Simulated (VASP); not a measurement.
An input for Quantum ESPRESSO's pw.x (written as the equivalent of a VASP run, and not itself run):

```
&CONTROL
  calculation = 'scf'
  pseudo_dir = './pseudo'
  outdir = './out'
  tprnfor = .true.
  tstress = .true.
/
&SYSTEM
  ibrav = 0
  nat = 4
  ntyp = 2
  ecutwfc = 88
  occupations = 'smearing'
  smearing = 'gaussian'
  degauss = 0.00735
  input_dft = 'pbe'
/
&ELECTRONS
  conv_thr = 7.3e-08
  electron_maxstep = 100
/
ATOMIC_SPECIES
  B 10.810 B.upf
  Rh 102.906 Rh.upf
CELL_PARAMETERS angstrom
     0.0000000    3.0335860    3.0335860
     3.0335860    0.0000000    3.0335860
     3.0335860    3.0335860    0.0000000
ATOMIC_POSITIONS crystal
  B    0.0000000  0.0000000  0.0000000
  Rh   0.5000000  0.5000000  0.5000000
  Rh   0.2500000  0.2500000  0.2500000
  Rh   0.7500000  0.7500000  0.7500000
K_POINTS automatic
  6 6 6 0 0 0
```

Question: Write the VASP files for the same calculation (PBE).

Answer: Several could match; the one computed here: 
### POSCAR
```
BRh3
1.0
  0.0000000000   3.0335860000   3.0335860000
  3.0335860000   0.0000000000   3.0335860000
  3.0335860000   3.0335860000   0.0000000000
B Rh
1 3
Cart
  0.0000000000   0.0000000000   0.0000000000
  3.0335860000   3.0335860000   3.0335860000
  1.5167930000   1.5167930000   1.5167930000
  4.5503790000   4.5503790000   4.5503790000
```

### KPOINTS
```
Regular mesh
0
G
 6 6 6
0 0 0
```

**INCAR**
```
# general
SYSTEM =BRh3
PREC   =Accurate
ENCUT  =400   # plane-wave cut-off (eV)
LREAL  =F   # projection in real space or not
LASPH  =T   # aspherical one-centre terms

# electronic loop
EDIFF  =1E-6   # SCF stop (eV)
NELM   =100   # most electronic steps
ALGO   =Normal
LMAXMIX=4   # l cut-off of mixed one-centre charges

# smearing
ISMEAR =0
SIGMA  =0.1   # width (eV)

# functional
GGA    =PE

# ions
ISIF   =2   # forces and stress, cell fixed

# output
LWAVE  =F
LCHARG =F
```

POTCAR, in this order: B Rh_pv (PBE.64 set). Program: vasp_std.

The two are equivalent in intent, not identical: the potentials are each code's own (VASP's PAW set, PseudoDojo norm-conserving files in pw.x), so ENCUT and ecutwfc are chosen apart and not converted; conv_thr bounds pw.x's estimated SCF error, while EDIFF bounds the energy change between steps.

The structure was generated: BRh3 was put into an ordered model structure, which need not be its known phase. The cell was not relaxed at this level.
